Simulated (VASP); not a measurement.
Sc: transverse stress against strain

Sc (hcp, P6_3/mmc, 23.630 Å³/atom and stress up to 0.14 GPa in the relaxed cell, c along z) under an equal strain ε along x and y, with z held. PBEsol in VASP (plane waves, PAW), 480 eV, 18×18×8 Γ-centred mesh, Methfessel-Paxton smearing 0.10 eV; ions are relaxed, or left where forces stay under 0.02 eV/Å, within the symmetry of each cell. Against the start cell, which lies near the measured one, the relaxed cell differs by -5.5 % in volume and -3.6 % in c; the values below rest on it. Stress is positive for a compressed cell.

Here s stands for strain and y for stress zz.

```
strain (%)  stress zz (GPa)
----------  ---------------
-1.50                  0.81
-1.00                  0.47
-0.50                  0.16
0.00                  -0.14
0.50                  -0.41
1.00                  -0.68
1.50                  -0.93
3.00                      ?
```

Task: Using a straight line, estimate the missing y at s = 3.00 from the other rows, showing the fit.

Result: Means: s 0, y -0.103. About the means, the sum of products is -4.0450 and the sum of squares of s is 7.0000; the slope is their ratio. Least squares gives y = -0.103 - 0.5779·s. Residuals (row less fit): 0.046, -0.005, -0.026, -0.037, -0.018, 0.001, 0.040; standard error 0.035 (degrees of freedom: 5). The slope gives the elastic constant 2C13 = about 58 GPa. At the withheld row, y = -0.103 - 0.5779 × 3.0 = -1.837 GPa. The calculation gives -1.62 GPa, 0.217 GPa above the prediction (8.9 % of the range of y in the table). The row lies outside the fitted rows, so this is an extrapolation. From the scatter of the fitted rows alone, a prediction at this place has a standard error of 0.054 GPa, so the miss is 4.0 times that.

A polynomial of degree 2 through the 12 other runs of the series gives -1.58 there, so most of the miss is curvature that the fit leaves out. In a metal these values are sensitive to mesh and smearing; energies are taken to zero smearing, stresses follow the free energy. The runs aren't spin-polarised. Rows are the converged runs of the series near zero and its far end, less any whose ions stayed unrelaxed beside relaxed ones; series whose fitted rows scatter by over a few per cent of the range, as at a crossing or softening among them, aren't shown in this form. Most that stay on the fit to the last digits aren't either.
